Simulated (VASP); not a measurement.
Here is the system:

```yaml
crystal:
  lattice:
    - [-1.59785, 1.59785, 1.59785]
    - [1.59785, -1.59785, 1.59785]
    - [1.59785, 1.59785, -1.59785]
  atoms:
    - { symbol: Mo, position: [0.00000, 0.00000, 0.00000] }
```

These are PBE GGA with D3 dispersion (Becke-Johnson damping), VASP's PBE PAW potentials (set 64) (plane waves; VASP) values and carry that method's errors. Numerical set-up: 520 eV cut-off, 16×16×16 Γ-centred mesh, first-order Methfessel-Paxton smearing of 0.10 eV, potentials Mo_sv.

Q: Give the stress tensor in GPa (positive for a compressed cell).

A: 
```
-14.77    0.00    0.00
  0.00  -14.77    0.00
  0.00    0.00  -14.77
```
The pressure is its mean diagonal, -14.77 GPa.

The compound is Mo in the bcc structure. This cell is one point of a volume scan, at 1.06 of the reference volume.
